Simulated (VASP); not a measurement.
A run of VASP 6.6.1 is set up as follows.

POSCAR

```
InAs
1.0
    0.0000000000      3.0180000000      3.0180000000
    3.0180000000      0.0000000000      3.0180000000
    3.0180000000      3.0180000000      0.0000000000
In As
1 1
Direct
    0.0000000000      0.0000000000      0.0000000000
    0.2500000000      0.2500000000      0.2500000000
```

Contents of INCAR.step1:

```
SYSTEM = InAs
ALGO = Fast ; EDIFF = 1E-8
EDIFFG = -0.002 ; ENCUT = 600
GGA = CA ; IBRION = 2
ISIF = 3 ; ISMEAR = 0
LASPH = .TRUE. ; LCHARG = .FALSE.
LREAL = .FALSE. ; LWAVE = .FALSE.
NELM = 60 ; NSW = 40
PREC = Accurate ; SIGMA = 0.1
```

INCAR.step2

```
SYSTEM = InAs
ALGO = Fast ; EDIFF = 1E-8
ENCUT = 600 ; GGA = CA
IBRION = 6 ; ISIF = 2
ISMEAR = 0 ; LASPH = .TRUE.
LCHARG = .FALSE. ; LREAL = .FALSE.
LWAVE = .FALSE. ; NELM = 60
NFREE = 2 ; NSW = 1
POTIM = 0.015 ; PREC = Accurate
SIGMA = 0.1
```

Contents of KPOINTS:

```
k-points
0
G
  12 12 12
  0 0 0
```

Potentials or basis: VASP PAW LDA potentials, release 64 (In_d, As).

Command:

```console
$ cat potpaw_LDA.64/In_d/POTCAR potpaw_LDA.64/As/POTCAR > POTCAR
$ cp INCAR.step1 INCAR
$ mpirun -np 1 vasp_std > vasp.out
$ cp CONTCAR POSCAR
$ cp INCAR.step2 INCAR
$ mpirun -np 1 vasp_std > vasp.out
```

Q: Predict the highest phonon frequency at Γ, LO-TO splitting left out.

A: 215 cm⁻¹.

Q: Estimate the relaxed volume.

A: 27.43 Å³/atom.

Q: Predict the space group after relaxing (to 0.05 Å).

A: F-43m (No. 216).

Q: What does it give for the relaxed cell?

A: a = 4.265 Å, b = 4.265 Å, c = 4.265 Å, α = 60.00°, β = 60.00°, γ = 60.00°.

Phonon frequencies in cm⁻¹ (negative: imaginary):
| q point | frequencies |
| --- | --- |
| (0.000, 0.000, 0.000) | 0 0 0 215 215 215 |
